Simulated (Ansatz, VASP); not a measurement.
# MnO2: VASP beside Ansatz

Wanted: the spread between two codes on one cell, functional and k mesh. The cell is a member of a volume series, scaled by 0.94 from a relaxed one, so a pressure remains.

Program: Ansatz 0.2.0. Level of theory: plane waves, with VASP 6.6.1 beside it; single point at PBE, DFT+U. Results are calculated unless marked as measured.

In doubt: warnings of the run leave room for a lower electronic state, so energies may not be the lowest and differences between runs may mislead.

## (1) Set-up

It takes space group P4_2/mnm (No. 136, tetragonal). Conventional cell: a = 4.361 Å, b = 4.361 Å, c = 2.836 Å, α = 90.00°, β = 90.00°, γ = 90.00°. Nearest to Mn lie 6 O at 1.86 to 1.88 Å. O has 3 Mn at 1.86 to 1.88 Å nearest. Farther neighbours and most contacts between anions are not listed.

## (2) VASP: single point, PBE, DFT+U

With cell and atoms fixed, the geometry can't cause a difference; cores, projectors, grids and the points listed under the comparison can.

Lines of VASP's logs that name or quote its potential files are left out, and so is its time.

Input file INCAR:

```
SYSTEM = MnO2
PREC = Accurate
ENCUT = 520
EDIFF = 1E-06
NELM = 100
ISMEAR = 0
SIGMA = 0.05
LREAL = .FALSE.
ALGO = Normal
GGA = PE
NBANDS = 34
ISPIN = 2
MAGMOM = 2.799 2.799 0.054 0.054 0.054 0.054
LDAU = .TRUE.
LDAUTYPE = 2
LDAUL = 2 -1
LDAUU = 1 0
LDAUJ = 0 0
LDAUPRINT = 1
LASPH = .TRUE.
LMAXMIX = 4
LORBIT = 11
LWAVE = .FALSE.
LCHARG = .FALSE.
KPAR = 2
ISIF = 2
```

Input file POSCAR:

```
MnO2
1.0
    4.3606950854      0.0000000000      0.0000000000
    0.0000000000      4.3606950854      0.0000000000
    0.0000000000      0.0000000000      2.8363316693
Mn O
2 4
Direct
    0.5000000000      0.5000000000      0.5000000000
    0.0000000000      0.0000000000      0.0000000000
    0.8055697410      0.1944302590      0.5000000000
    0.6944302590      0.6944302590      0.0000000000
    0.1944302590      0.8055697410      0.5000000000
    0.3055697410      0.3055697410      0.0000000000
```

Input file KPOINTS:

```
Automatic mesh
0
Gamma
5 5 7
0 0 0
```

The projector-augmented-wave data sets are Mn_pv and O (PBE family, release 64).

The run is started by

```bash
$ mpirun -np 2 vasp_std
```

Numbers of over 12 decimals in the logs are rounded to 6 here.

Log:

```text
[banner, memory and clock lines left out]
running    2 mpi-ranks, on    1 nodes
 distrk:  each k-point on    1 cores,    2 groups
 distr:  one band on    1 cores,    1 groups

 POSCAR found type information on POSCAR MnO
 POSCAR found :  2 types and       6 ions
 LDA part: xc-table for (Slater+PW92), standard interpolation
 POSCAR, INCAR and KPOINTS ok, starting setup
 FFT: planning ... GRIDC
 FFT: planning ... GRID_SOFT
 FFT: planning ... GRID
 WAVECAR not read
 entering main loop
       N       E                     dE             d eps       ncg     rms          rms(c)
DAV:   1     0.636477120465E+03    0.63648E+03   -0.27774E+04  3328   0.177E+03
DAV:   2    -0.169950092729E+01   -0.63818E+03   -0.58290E+03  3598   0.517E+02
DAV:   3    -0.603878540507E+02   -0.58688E+02   -0.57414E+02  3400   0.169E+02
DAV:   4    -0.615914759343E+02   -0.12036E+01   -0.11997E+01  3462   0.248E+01
DAV:   5    -0.616063701480E+02   -0.14894E-01   -0.14887E-01  3450   0.294E+00    0.465E+01
DAV:   6    -0.536025914572E+02    0.80038E+01   -0.10128E+02  3802   0.106E+02    0.493E+01
DAV:   7    -0.483841655333E+02    0.52184E+01   -0.62382E+01  3446   0.103E+02    0.218E+01
DAV:   8    -0.464732313630E+02    0.19109E+01   -0.57540E+00  3478   0.249E+01    0.840E+00
DAV:   9    -0.460837396635E+02    0.38949E+00   -0.12380E+00  4272   0.133E+01    0.351E+00
DAV:  10    -0.461005694589E+02   -0.16830E-01   -0.25495E-01  3404   0.378E+00    0.183E+00
DAV:  11    -0.461010594609E+02   -0.49000E-03   -0.18102E-02  3426   0.138E+00    0.783E-01
DAV:  12    -0.461003663897E+02    0.69307E-03   -0.31874E-03  3594   0.578E-01    0.258E-01
DAV:  13    -0.460998761984E+02    0.49019E-03   -0.78382E-04  4058   0.376E-01    0.104E-01
DAV:  14    -0.460998618126E+02    0.14386E-04   -0.19817E-04  3690   0.138E-01    0.448E-02
DAV:  15    -0.460998668782E+02   -0.50656E-05   -0.30164E-05  3486   0.632E-02    0.247E-02
DAV:  16    -0.460998667851E+02    0.93141E-07   -0.59688E-06  2878   0.179E-02
   1 F= -.46099867E+02 E0= -.46099797E+02  d E =-.138971E-03  mag=     5.9995
```

Parts of OUTCAR (step 2):

```text
ion  position               nearest neighbor table
   1  0.500  0.500  0.500-   4 1.86   6 1.86   4 1.86   6 1.86   5 1.88   3 1.88
   2  0.000  0.000  0.000-   3 1.86   5 1.86   3 1.86   5 1.86   4 1.88   6 1.88
   3  0.806  0.194  0.500-   2 1.86   2 1.86   1 1.88
   4  0.694  0.694  0.000-   1 1.86   1 1.86   2 1.88
   5  0.194  0.806  0.500-   2 1.86   2 1.86   1 1.88
   6  0.306  0.306  0.000-   1 1.86   1 1.86   2 1.88

  LATTYP: Found a simple tetragonal cell.
 ALAT       =     4.3606950854
 C/A-ratio  =     0.6504310927

 Subroutine GETGRP returns: Found 16 space group operations
 (whereof  8 operations were pure point group operations)

The static configuration has the point symmetry D_2h.
 The point group associated with its full space group is D_4h.

 Found     24 irreducible k-points:

   k-points           NKPTS =     24   k-points in BZ     NKDIM =     24   number of bands    NBANDS=     34

   dimension x,y,z NGX =    32 NGY =   32 NGZ =   24
   dimension x,y,z NGXF=    64 NGYF=   64 NGZF=   48

   ENCUT  =  520.0 eV  38.22 Ry    6.18 a.u.   8.11  8.11  5.27*2*pi/ulx,y,z

   NELECT =      50.0000    total number of electrons

 k-points in reciprocal lattice and weights: Automatic mesh
   0.00000000  0.00000000  0.00000000       0.006
   0.20000000  0.00000000  0.00000000       0.023
   0.40000000  0.00000000  0.00000000       0.023
   0.20000000  0.20000000  0.00000000       0.023
   0.40000000  0.20000000  0.00000000       0.046
   0.40000000  0.40000000  0.00000000       0.023
   0.00000000  0.00000000  0.14285714       0.011
   0.20000000  0.00000000  0.14285714       0.046
   0.40000000  0.00000000  0.14285714       0.046
[...]
0.40000000  0.20000000  0.42857143       0.091
   0.40000000  0.40000000  0.42857143       0.046

atom =   1  type =  1  l = 2

 onsite density matrix

spin component  1

  0.6030  0.0000 -0.1973  0.0000  0.0000
  0.0000  0.7151  0.0000 -0.2388  0.0000
 -0.1973  0.0000  0.8256  0.0000  0.0000
  0.0000 -0.2388  0.0000  0.7151  0.0000
  0.0000  0.0000  0.0000  0.0000  0.9667

spin component  2

  0.2687  0.0000  0.1075  0.0000 -0.0000
  0.0000  0.2643  0.0000  0.1102  0.0000
  0.1075  0.0000  0.1666  0.0000  0.0000
  0.0000  0.1102  0.0000  0.2643  0.0000
 -0.0000  0.0000  0.0000  0.0000  0.1629

 occupancies and eigenvectors

  o =  0.0986  v =  0.0000  0.0000  0.0000  0.0000  0.0000 -0.5342  0.0000  0.8453 -0.0000 -0.0000      0.0000  0.0000  0.0000  0.0000  0.0000  0.0000  0.0000  0.0000  0.0000  0.0000
  o =  0.1542  v =  0.0000  0.0000  0.0000  0.0000  0.0000 -0.0000 -0.7071  0.0000  0.7071 -0.0000      0.0000  0.0000  0.0000  0.0000  0.0000  0.0000  0.0000  0.0000  0.0000  0.0000
  o =  0.1629  v =  0.0000  0.0000  0.0000  0.0000  0.0000 -0.0000 -0.0000  0.0000  0.0000  1.0000      0.0000  0.0000  0.0000  0.0000  0.0000  0.0000  0.0000  0.0000  0.0000  0.0000
  o =  0.3366  v =  0.0000  0.0000  0.0000  0.0000  0.0000 -0.8453 -0.0000 -0.5342 -0.0000 -0.0000      0.0000  0.0000  0.0000  0.0000  0.0000  0.0000  0.0000  0.0000  0.0000  0.0000
  o =  0.3745  v =  0.0000  0.0000  0.0000  0.0000  0.0000  0.0000 -0.7071  0.0000 -0.7071  0.0000      0.0000  0.0000  0.0000  0.0000  0.0000  0.0000  0.0000  0.0000  0.0000  0.0000
  o =  0.4763  v =  0.0000 -0.7071  0.0000 -0.7071 -0.0000  0.0000  0.0000  0.0000  0.0000  0.0000      0.0000  0.0000  0.0000  0.0000  0.0000  0.0000  0.0000  0.0000  0.0000  0.0000
  o =  0.4878  v =  0.8635  0.0000  0.5044  0.0000 -0.0000  0.0000  0.0000  0.0000  0.0000  0.0000      0.0000  0.0000  0.0000  0.0000  0.0000  0.0000  0.0000  0.0000  0.0000  0.0000
  o =  0.9408  v = -0.5044  0.0000  0.8635  0.0000 -0.0000  0.0000  0.0000  0.0000  0.0000  0.0000      0.0000  0.0000  0.0000  0.0000  0.0000  0.0000  0.0000  0.0000  0.0000  0.0000
  o =  0.9538  v =  0.0000 -0.7071  0.0000  0.7071 -0.0000  0.0000  0.0000  0.0000  0.0000  0.0000      0.0000  0.0000  0.0000  0.0000  0.0000  0.0000  0.0000  0.0000  0.0000  0.0000
  o =  0.9667  v =  0.0000  0.0000 -0.0000  0.0000 -1.0000  0.0000  0.0000  0.0000  0.0000  0.0000      0.0000  0.0000  0.0000  0.0000  0.0000  0.0000  0.0000  0.0000  0.0000  0.0000

atom =   2  type =  1  l = 2

 onsite density matrix

spin component  1

  0.6030  0.0000  0.1973  0.0000  0.0000
  0.0000  0.7151  0.0000  0.2388  0.0000
  0.1973  0.0000  0.8256  0.0000 -0.0000
[...]
o =  0.1542  v =  0.0000  0.0000  0.0000  0.0000  0.0000  0.0000 -0.7071  0.0000 -0.7071 -0.0000      0.0000  0.0000  0.0000  0.0000  0.0000  0.0000  0.0000  0.0000  0.0000  0.0000
  o =  0.1629  v =  0.0000  0.0000  0.0000  0.0000  0.0000 -0.0000  0.0000 -0.0000  0.0000 -1.0000      0.0000  0.0000  0.0000  0.0000  0.0000  0.0000  0.0000  0.0000  0.0000  0.0000
  o =  0.3366  v =  0.0000  0.0000  0.0000  0.0000  0.0000 -0.8453 -0.0000  0.5342  0.0000  0.0000      0.0000  0.0000  0.0000  0.0000  0.0000  0.0000  0.0000  0.0000  0.0000  0.0000
  o =  0.3745  v =  0.0000  0.0000  0.0000  0.0000  0.0000  0.0000 -0.7071  0.0000  0.7071 -0.0000      0.0000  0.0000  0.0000  0.0000  0.0000  0.0000  0.0000  0.0000  0.0000  0.0000
  o =  0.4763  v =  0.0000 -0.7071 -0.0000  0.7071 -0.0000  0.0000  0.0000  0.0000  0.0000  0.0000      0.0000  0.0000  0.0000  0.0000  0.0000  0.0000  0.0000  0.0000  0.0000  0.0000
  o =  0.4878  v =  0.8635  0.0000 -0.5044 -0.0000 -0.0000  0.0000  0.0000  0.0000  0.0000  0.0000      0.0000  0.0000  0.0000  0.0000  0.0000  0.0000  0.0000  0.0000  0.0000  0.0000
  o =  0.9408  v = -0.5044 -0.0000 -0.8635 -0.0000 -0.0000  0.0000  0.0000  0.0000  0.0000  0.0000      0.0000  0.0000  0.0000  0.0000  0.0000  0.0000  0.0000  0.0000  0.0000  0.0000
  o =  0.9538  v =  0.0000 -0.7071  0.0000 -0.7071 -0.0000  0.0000  0.0000  0.0000  0.0000  0.0000      0.0000  0.0000  0.0000  0.0000  0.0000  0.0000  0.0000  0.0000  0.0000  0.0000
  o =  0.9667  v = -0.0000 -0.0000 -0.0000 -0.0000  1.0000  0.0000  0.0000  0.0000  0.0000  0.0000      0.0000  0.0000  0.0000  0.0000  0.0000  0.0000  0.0000  0.0000  0.0000  0.0000

 average (electrostatic) potential at core
       1 -70.3962       2 -70.3962       3 -69.5750       4 -69.5750       5 -69.5750
       6 -69.5750

 E-fermi :   5.6404

 spin component 1
 k-point     1 :       0.0000    0.0000    0.0000
  band No.  band energies     occupation
    ...
     24       4.1013      1.00000
     25       4.5763      1.00000
     26       4.5763      1.00000
     27       5.1536      1.00000
     28       5.3426      1.00000
     29       5.6735      0.17498
     30       8.7136      0.00000
     31       8.7136      0.00000
     32       9.3851      0.00000
     33      13.7432      0.00000
    ...

 k-point     2 :       0.2000    0.0000    0.0000
  band No.  band energies     occupation
    ...
     24       4.2074      1.00000
     25       4.2640      1.00000
     26       4.3896      1.00000
     27       5.0140      1.00000
     28       5.2379      1.00000
     29       6.4320      0.00000
     30       8.6172      0.00000
     31       8.6499      0.00000
     32       9.2034      0.00000
     33      14.2826      0.00000
    ...

 k-point     3 :       0.4000    0.0000    0.0000
  band No.  band energies     occupation
    ...
     24       4.0049      1.00000
     25       4.1579      1.00000
     26       4.3074      1.00000
     27       4.8367      1.00000
     28       4.9916      1.00000
     29       7.6069      0.00000
     30       8.4856      0.00000
     31       8.5204      0.00000
     32       8.6039      0.00000
     33      15.4902      0.00000
    ...

 k-point     4 :       0.2000    0.2000    0.0000
  band No.  band energies     occupation
    ...
     24       3.8111      1.00000
     25       4.3371      1.00000
     26       4.5590      1.00000
     27       4.9767      1.00000
     28       5.3833      1.00000
     29       6.6189      0.00000
     30       8.5026      0.00000
     31       8.7009      0.00000
     32       8.9863      0.00000
     33      14.7748      0.00000
    ...

 k-point     5 :       0.4000    0.2000    0.0000
  band No.  band energies     occupation
    ...
     24       3.7466      1.00000
     25       4.0179      1.00000
     26       4.1653      1.00000
     27       5.1556      1.00000
     28       5.3451      1.00000
     29       7.4103      0.00000
     30       8.3376      0.00000
     31       8.4961      0.00000
     32       8.6202      0.00000
     33      15.8754      0.00000
    ...

 k-point     6 :       0.4000    0.4000    0.0000
  band No.  band energies     occupation
    ...
     24       3.6734      1.00000
     25       3.6826      1.00000
     26       3.7631      1.00000
     27       5.5103      0.99988
     28       5.5733      0.97126
     29       7.2883      0.00000
     30       7.7268      0.00000
     31       8.6097      0.00000
     32       8.6809      0.00000
     33      16.7405      0.00000
    ...

  Total        5.1624376      5.1624376      6.4092832     -0.0000000      0.0000000      0.0000000
  in kB      153.3546476    153.3546476    190.3932669     -0.0000000      0.0000000      0.0000000
  external PRESSURE =     165.7008541 kB  Pullay stress =       0.0000000 kB

  energy-cutoff  :      520.00
  volume of cell :       53.93
      direct lattice vectors                 reciprocal lattice vectors
     4.360695085  0.000000000  0.000000000     0.229321239  0.000000000  0.000000000
     0.000000000  4.360695085  0.000000000     0.000000000  0.229321239  0.000000000
     0.000000000  0.000000000  2.836331669     0.000000000  0.000000000  0.352568076

 POSITION                                       TOTAL-FORCE (eV/Angst)
 -----------------------------------------------------------------------------------
      2.18035      2.18035      1.41817         0.000000      0.000000      0.000000
      0.00000      0.00000      0.00000         0.000000      0.000000      0.000000
      3.51284      0.84785      1.41817        -0.219729      0.219729      0.000000
      3.02820      3.02820      0.00000         0.219729      0.219729      0.000000
      0.84785      3.51284      1.41817         0.219729     -0.219729     -0.000000
      1.33250      1.33250      0.00000        -0.219729     -0.219729     -0.000000
 -----------------------------------------------------------------------------------
    total drift:                               -0.000000     -0.000000     -0.000000

  FREE ENERGIE OF THE ION-ELECTRON SYSTEM (eV)
  ---------------------------------------------------
  free  energy   TOTEN  =       -46.0998667851 eV

  energy  without entropy=      -46.0997278140  energy(sigma->0) =      -46.09979730

 total charge
# of ion       s       p       d       tot
------------------------------------------
    1        0.370   6.502   4.915  11.787
    2        0.370   6.502   4.915  11.787
    3        1.570   3.492   0.000   5.062
    4        1.570   3.492   0.000   5.062
    5        1.570   3.492   0.000   5.062
    6        1.570   3.492   0.000   5.062
--------------------------------------------------
tot          7.018  26.974   9.831  43.823

 magnetization (x)
# of ion       s       p       d       tot
------------------------------------------
    1        0.018   0.031   2.698   2.746
    2        0.018   0.031   2.698   2.746
    3       -0.000   0.078   0.000   0.078
    4       -0.000   0.078   0.000   0.078
    5       -0.000   0.078   0.000   0.078
    6       -0.000   0.078   0.000   0.078
--------------------------------------------------
tot          0.035   0.372   5.396   5.803

[... 6 further parts left out ...]
```

The magnetic state follows from one typed start and may not be the lowest. Experiment finds antiferromagnetic order in this phase (below 92.7 K, arxiv:2401.02109), so this ferromagnetic run describes another state.

[end of part 1 of 3]

[Lines on the potential files, build, host, timing and source positions are cut from VASP's logs without a mark.]

[Logs are printed without paths, hosts, clocks, repeated set-up lines and the standing remarks that a program may print on its own settings, such as how far it seeks lower states.]

[Hosts, paths, dates, database ids (printed as entryN), source tags and the programs' standing remarks are cut or masked in the printed files.]
